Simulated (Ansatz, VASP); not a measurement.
# Ta2CF2: VASP beside Ansatz, part 2 of 2

One calculation is typed for both programs; each brings its own data sets. How far apart do they land? The cell is taken from a series of runs on this material, whose earlier steps may have relaxed, scaled, displaced or heated it; both programs get it as it stands.

VASP 6.6.1 and Ansatz 0.2.0.

So far: Starting point; Ansatz: single point, PBEsol.

## (3) VASP: single point, PBEsol

Level of this step: PBEsol; plane waves and PAW (C, Ta_pv, F) (VASP).

The same cell, functional, mesh and smearing now go to VASP, with its own data sets.

Lines of VASP's logs that name or quote its potential files are left out, and so is its time.

Contents of INCAR:

```
SYSTEM = Ta2CF2
PREC = Accurate
ENCUT = 520
EDIFF = 1E-06
NELM = 120
ISMEAR = 1
SIGMA = 0.15
LREAL = .FALSE.
ALGO = Normal
GGA = PS
NBANDS = 50
LASPH = .TRUE.
LORBIT = 11
LWAVE = .FALSE.
LCHARG = .FALSE.
ISIF = 2
LDIPOL = .TRUE.
IDIPOL = 3
DIPOL = 0.5 0.5 0.301
LVHAR = .TRUE.
GGA_COMPAT = .FALSE.
NELMDL = -8
KPAR = 2
```

Contents of POSCAR:

```
Ta2CF2
1.0
    3.1663041994      0.0000000000      0.0000000000
    0.0000000000      5.4841997456      0.0000000000
    0.0000000000      0.0000000000     33.2000000000
C Ta F
2 4 4
Direct
    0.0000000000      0.0098984050      0.3107036731
    0.5000000000      0.4901015950      0.2917059655
    0.0000000000      0.3652277954      0.3330977374
    0.5000000000      0.8014388713      0.3349029543
    0.5000000000      0.1347722046      0.2693119012
    0.0000000000      0.6985611287      0.2675066843
    0.5000000000      0.1667324449      0.3707677544
    0.0000000000      0.6666008885      0.3806819932
    0.0000000000      0.3332675551      0.2316418842
    0.5000000000      0.8333991115      0.2217276453
```

Contents of KPOINTS:

```
Automatic mesh
0
Gamma
12 8 1
0 0 0
```

The projector-augmented-wave data sets are C, Ta_pv and F (PBE family, release 64).

Run with:

```
mpirun -np 2 vasp_std
```

Numbers of over 12 decimals in the logs are rounded to 6 here.

What it wrote:

```text
[banner, memory and clock lines left out]
running    2 mpi-ranks, on    1 nodes
 distrk:  each k-point on    1 cores,    2 groups
 distr:  one band on    1 cores,    1 groups

 POSCAR found type information on POSCAR C TaF
 POSCAR found :  3 types and      10 ions
|                                                                             |
|               ----> ADVICE to this user running VASP <----                  |
|                                                                             |
|     You enforced a specific xc type in the INCAR file but a different       |
|     [... a line on the potential file left out ...]
|     I HOPE YOU KNOW WHAT YOU ARE DOING!                                     |
|                                                                             |

 LDA part: xc-table for (Slater+PW92), standard interpolation
 POSCAR, INCAR and KPOINTS ok, starting setup
 FFT: planning ... GRIDC
 FFT: planning ... GRID_SOFT
 FFT: planning ... GRID
 WAVECAR not read
 entering main loop
       N       E                     dE             d eps       ncg     rms          rms(c)
DAV:   1     0.749012689184E+03    0.74901E+03   -0.39608E+04  4348   0.129E+03
DAV:   2    -0.154723057161E+02   -0.76448E+03   -0.74518E+03  4762   0.329E+02
DAV:   3    -0.102198280962E+03   -0.86726E+02   -0.85512E+02  4166   0.110E+02
DAV:   4    -0.104879149692E+03   -0.26809E+01   -0.26587E+01  4354   0.206E+01
DAV:   5    -0.104958871895E+03   -0.79722E-01   -0.79469E-01  4488   0.318E+00
DAV:   6    -0.104961525945E+03   -0.26540E-02   -0.26515E-02  4472   0.586E-01
DAV:   7    -0.104961655637E+03   -0.12969E-03   -0.12963E-03  4488   0.117E-01
DAV:   8    -0.104961662497E+03   -0.68598E-05   -0.68580E-05  4096   0.264E-02    0.462E+01
DAV:   9    -0.932764538613E+02    0.11685E+02   -0.55766E+01  4458   0.316E+01    0.194E+01
DAV:  10    -0.931041154264E+02    0.17234E+00   -0.52490E+00  4248   0.112E+01    0.643E+00
DAV:  11    -0.929694540016E+02    0.13466E+00   -0.73415E-01  4478   0.519E+00    0.163E+00
DAV:  12    -0.929564175448E+02    0.13036E-01   -0.93373E-02  4408   0.220E+00    0.436E-01
DAV:  13    -0.929529156817E+02    0.35019E-02   -0.23315E-02  4536   0.123E+00    0.253E-01
DAV:  14    -0.929511512283E+02    0.17645E-02   -0.59116E-03  4376   0.520E-01    0.140E-01
[...]
DAV:  21    -0.929521005284E+02   -0.24699E-03   -0.11932E-05  3886   0.159E-02    0.399E-03
DAV:  22    -0.929522605228E+02   -0.15999E-03   -0.88702E-06  3974   0.153E-02    0.521E-03
DAV:  23    -0.929523540820E+02   -0.93559E-04   -0.33723E-06  3450   0.121E-02    0.987E-04
DAV:  24    -0.929523968750E+02   -0.42793E-04   -0.10894E-06  2736   0.398E-03    0.706E-04
DAV:  25    -0.929524147452E+02   -0.17870E-04   -0.51041E-07  2572   0.204E-03    0.360E-04
DAV:  26    -0.929524228692E+02   -0.81240E-05   -0.27238E-07  2584   0.124E-03    0.151E-04
DAV:  27    -0.929524252511E+02   -0.23819E-05   -0.90609E-08  2544   0.786E-04    0.742E-05
DAV:  28    -0.929524259683E+02   -0.71720E-06   -0.40248E-08  2444   0.446E-04
   1 F= -.92952426E+02 E0= -.92953310E+02  d E =0.265201E-02
```

From OUTCAR (step 3):

```text
ion  position               nearest neighbor table
   1  0.000  0.010  0.311-   3 2.09   4 2.11   4 2.11   5 2.21   5 2.21   6 2.23
   2  0.500  0.490  0.292-   5 2.09   6 2.11   6 2.11   3 2.21   3 2.21   4 2.23
   3  0.000  0.365  0.333-   1 2.09   2 2.21   2 2.21   8 2.29   7 2.29   7 2.29   6 2.84   4 2.87
                             4 2.87   5 2.93   5 2.93   4 3.47   4 3.47
   4  0.500  0.801  0.335-   1 2.11   1 2.11   2 2.23   8 2.32   8 2.32   7 2.33   6 2.80   6 2.80
                             5 2.84   3 2.87   3 2.87   3 3.47   3 3.47
   5  0.500  0.135  0.269-   2 2.09   1 2.21   1 2.21  10 2.29   9 2.29   9 2.29   4 2.84   6 2.87
                             6 2.87   3 2.93   3 2.93   6 3.47   6 3.47
   6  0.000  0.699  0.268-   2 2.11   2 2.11   1 2.23  10 2.32  10 2.32   9 2.33   4 2.80   4 2.80
                             3 2.84   5 2.87   5 2.87   5 3.47   5 3.47
   7  0.500  0.167  0.371-   3 2.29   3 2.29   4 2.33
   8  0.000  0.667  0.381-   3 2.29   4 2.32   4 2.32
   9  0.000  0.333  0.232-   5 2.29   5 2.29   6 2.33
  10  0.500  0.833  0.222-   5 2.29   6 2.32   6 2.32

  LATTYP: Found a simple orthorhombic cell.
 ALAT       =     3.1663041994
 B/A-ratio  =     1.7320508076
 C/A-ratio  =    10.4854107215

 Subroutine GETGRP returns: Found  4 space group operations
 (whereof  2 operations were pure point group operations)

The static configuration has the point symmetry C_1h.
 The point group associated with its full space group is C_2h.

 Found     35 irreducible k-points:

   k-points           NKPTS =     35   k-points in BZ     NKDIM =     35   number of bands    NBANDS=     50

   dimension x,y,z NGX =    24 NGY =   42 NGZ =  250
   dimension x,y,z NGXF=    48 NGYF=   84 NGZF=  500

   ENCUT  =  520.0 eV  38.22 Ry    6.18 a.u.   5.89 10.20 61.73*2*pi/ulx,y,z

   NELECT =      80.0000    total number of electrons

 k-points in reciprocal lattice and weights: Automatic mesh
   0.00000000  0.00000000  0.00000000       0.010
   0.08333333  0.00000000  0.00000000       0.021
   0.16666667  0.00000000  0.00000000       0.021
   0.25000000  0.00000000  0.00000000       0.021
   0.33333333  0.00000000  0.00000000       0.021
   0.41666667  0.00000000  0.00000000       0.021
   0.50000000  0.00000000  0.00000000       0.010
   0.00000000  0.12500000  0.00000000       0.021
   0.08333333  0.12500000  0.00000000       0.042
[...]
0.41666667  0.50000000  0.00000000       0.021
   0.50000000  0.50000000  0.00000000       0.010

 dipolmoment           0.000000      0.000000     -0.000001 electrons x Angstroem

 average (electrostatic) potential at core
       1 -57.6213       2 -57.6213       3 -45.5904       4 -45.4898       5 -45.5904
       6 -45.4898       7 -83.8090       8 -83.9877       9 -83.8090      10 -83.9877

 E-fermi :  -2.2930

 k-point     1 :       0.0000    0.0000    0.0000
  band No.  band energies     occupation
    ...
     36      -6.5913      2.00000
     37      -5.8037      2.00000
     38      -3.5848      2.00000
     39      -3.2833      2.00000
     40      -2.6603      2.00290
     41      -1.5069     -0.00000
     42      -1.2463     -0.00000
     43      -0.8274     -0.00000
     44      -0.5437     -0.00000
     45      -0.3473     -0.00000
    ...

 k-point     2 :       0.0833    0.0000    0.0000
  band No.  band energies     occupation
    ...
     36      -6.5940      2.00000
     37      -5.4991      2.00000
     38      -3.7504      2.00000
     39      -3.1523      2.00000
     40      -2.7512      2.00014
     41      -1.5537     -0.00000
     42      -1.5125     -0.00000
     43      -0.9775     -0.00000
     44      -0.8480     -0.00000
     45      -0.5367     -0.00000
    ...

 k-point     3 :       0.1667    0.0000    0.0000
  band No.  band energies     occupation
    ...
     36      -6.5943      2.00000
     37      -4.9806      2.00000
     38      -3.9611      2.00000
     39      -3.2839      2.00000
     40      -2.5141      2.05756
     41      -2.1463     -0.04528
     42      -2.1456     -0.04639
     43      -0.9401     -0.00000
     44      -0.7227     -0.00000
     45      -0.3792     -0.00000
    ...

  Total       -3.5821106     -0.0661105      3.2209801      0.0000000      1.4282120      0.0000000
  in kB       -9.9550991     -0.1837287      8.9514758      0.0000000      3.9691662      0.0000000
  external PRESSURE =      -0.3957840 kB  Pullay stress =       0.0000000 kB

  energy-cutoff  :      520.00
  volume of cell :      576.51
      direct lattice vectors                 reciprocal lattice vectors
     3.166304199  0.000000000  0.000000000     0.315825624  0.000000000  0.000000000
     0.000000000  5.484199746  0.000000000     0.000000000  0.182342009  0.000000000
     0.000000000  0.000000000 33.200000000     0.000000000  0.000000000  0.030120482

 POSITION                                       TOTAL-FORCE (eV/Angst)
 -----------------------------------------------------------------------------------
      0.00000      0.05428     10.31536         0.000000     -0.303195     -1.482624
      1.58315      2.68782      9.68464         0.000000      0.303195      1.482624
      0.00000      2.00298     11.05884         0.000000     -0.516877      1.018942
      1.58315      4.39525     11.11878         0.000000      0.789996      1.776546
      1.58315      0.73912      8.94116         0.000000      0.516877     -1.018942
      0.00000      3.83105      8.88122         0.000000     -0.789996     -1.776546
      1.58315      0.91439     12.30949         0.000000      0.379694      0.288456
      0.00000      3.65577     12.63864         0.000000     -0.153014     -0.583915
      0.00000      1.82771      7.69051         0.000000     -0.379694     -0.288456
      1.58315      4.57053      7.36136         0.000000      0.153014      0.583915
 -----------------------------------------------------------------------------------
    total drift:                                0.000000      0.000001      0.000371

  FREE ENERGIE OF THE ION-ELECTRON SYSTEM (eV)
  ---------------------------------------------------
  free  energy   TOTEN  =       -92.9524259683 eV

  energy  without entropy=      -92.9550779771  energy(sigma->0) =      -92.95330997

 vacuum level on the upper side and lower side of the slab         2.166         2.166

 total charge
# of ion       s       p       d       tot
------------------------------------------
    1        0.867   1.618   0.000   2.485
    2        0.867   1.618   0.000   2.485
    3        0.292   6.199   2.498   8.989
    4        0.302   6.207   2.540   9.049
    5        0.292   6.199   2.498   8.989
    6        0.302   6.207   2.540   9.049
    7        1.735   4.329   0.000   6.063
    8        1.737   4.308   0.000   6.045
    9        1.735   4.329   0.000   6.063
   10        1.737   4.308   0.000   6.045
--------------------------------------------------
tot          9.865  45.321  10.075  65.261

[... 3 further parts left out ...]
```

The run ends at a pressure of -0.04 GPa, with forces up to 1.9 eV/Å.

## (4) Comparison

Known differences besides the potentials themselves: Ansatz cuts the interaction across the vacuum, VASP repeats the sheet with a dipole correction; the data sets hold 88 valence electrons in Ansatz (on its default PAW (the set named soft_2) files) and 80 in VASP; the cutoff is 420 eV in Ansatz and 520 eV in VASP; Ansatz makes its cores anew for this functional, VASP keeps those of its PBE data sets. Total energies have different zeros and are not compared.

Forces (eV/Å; atoms numbered as in POSCAR):

```
atom         Ansatz x, y, z           VASP x, y, z
  C1  0.000, -0.309, -1.482  0.000, -0.303, -1.483
  C2    0.000, 0.309, 1.482    0.000, 0.303, 1.483
 Ta3   0.000, -0.524, 0.995   0.000, -0.517, 1.019
 Ta4    0.000, 0.794, 1.736    0.000, 0.790, 1.777
 Ta5   0.000, 0.524, -0.995   0.000, 0.517, -1.019
 Ta6  0.000, -0.794, -1.736  0.000, -0.790, -1.777
  F7    0.000, 0.384, 0.271    0.000, 0.380, 0.288
  F8  0.000, -0.156, -0.618  0.000, -0.153, -0.584
  F9  0.000, -0.384, -0.271  0.000, -0.380, -0.288
 F10    0.000, 0.156, 0.618    0.000, 0.153, 0.584
```

The forces differ by 16 meV/Å r.m.s., which is 2.2 % of the r.m.s. force of 0.729 eV/Å (both taken over all components). With vacuum in the cell, a pressure given here is an average over mostly empty space and none of the material.

## (5) Summary of results

```yaml
r_m_s_force_difference_single_point_pbesol: 2.2 % of the r.m.s. force
```

In words: The r.m.s. force difference is 2.2 % of the r.m.s. force (single point, PBEsol), within the 3 % picked in this series as the mark of a large difference. The data sets hold unlike numbers of valence electrons (88 in Ansatz and 80 in VASP), so part of the differences comes from the potentials. Such differences can come from data sets, numerical settings and the points named under the comparisons, not from the functional's error against experiment.

[Lines on the potential files, build, host, timing and source positions are cut from VASP's logs without a mark.]

[Logs are printed without paths, hosts, clocks, repeated set-up lines and the standing remarks that a program may print on its own settings, such as how far it seeks lower states.]

[Hosts, paths, dates, database ids (printed as entryN), source tags and the programs' standing remarks are cut or masked in the printed files.]
